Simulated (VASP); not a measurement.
Crystal: ZnCuCl6.

```
CELL_PARAMETERS angstrom
3.10059 5.37037 0.00000
-3.10059 5.37037 0.00000
0.00000 -3.58024 5.61399
ATOMIC_POSITIONS crystal
Cu 0.50000 0.50000 0.50000
Cl 0.23900 0.61900 0.76000
Cl 0.90200 0.23900 0.76000
Cl 0.61900 0.90200 0.76000
Cl 0.76100 0.38100 0.24000
Cl 0.09800 0.76100 0.24000
Cl 0.38100 0.09800 0.24000
Zn 0.00000 0.00000 0.00000
```

The cell was built by a generator and needn't be a form met in nature.

Base run:

- Program: VASP 6.6.1
- Functional: PBEsol
- Dispersion: D3(BJ)
- Potentials or basis: VASP PAW PBE potentials, release 64 (Cu, Cl, Zn)
- Cutoff: 520 eV
- k mesh: 4 × 4 × 4
- Occupations: fermi-dirac, width 0.1 eV
- Spin: no spin polarisation

Its results: band gap on the k mesh none (metal or under the smearing width); pressure -4.3 GPa; largest force 1.035 eV/Å.

The run is repeated on the same cell with these changes: dispersion from D3(BJ) to none; further incar settings from ALGO = Normal; EDIFF = 1e-07; NBANDS = 42 to ALGO = Normal; EDIFF = 1e-06; NBANDS = 42. What comes out?

Band gap on the k mesh none (metal or under the smearing width); pressure -3.1 GPa; largest force 1.033 eV/Å.

Caveats: the PAW data sets were made with another functional, which shifts forces and pressure a little; an odd number of electrons without spin polarisation forces a metal; a magnetic or distorted state may lie lower; the run has no spin polarisation, though such a crystal can be magnetic; semilocal functionals often make such compounds metallic where correlation or magnetic order opens a gap, which also shifts bond lengths; pairwise dispersion overbinds metals, which lowers pressure and volume (some runs).

Not every run made on this cell is shown here.
